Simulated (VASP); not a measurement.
Given:

```
CELL_PARAMETERS angstrom
      0.00000     1.84110     1.84110
      1.84110     0.00000     1.84110
      1.84110     1.84110     0.00000
ATOMIC_POSITIONS crystal
  Cu 0.00000 0.00000 0.00000
```

Computed with PBE GGA, VASP's PBE PAW potentials (set 64) (plane waves; VASP). Numerical set-up: 400 eV cut-off, 15×15×15 Γ-centred mesh, first-order Methfessel-Paxton smearing of 0.10 eV, potentials Cu.

Q: Estimate the energy per atom (σ→0), pressure, band gap (on the k-mesh) with the smallest direct gap where there is one.

A: 
```
Quantity                                                    Result
------------------------  ----------------------------------------
band gap (on the k-mesh)  none (metal, semimetal or under 0.01 eV)
energy per atom (σ→0)                               -3.719 eV/atom
pressure                                                 -5.72 GPa
```

The compound is Cu in the fcc structure. The cell was not relaxed at this level.
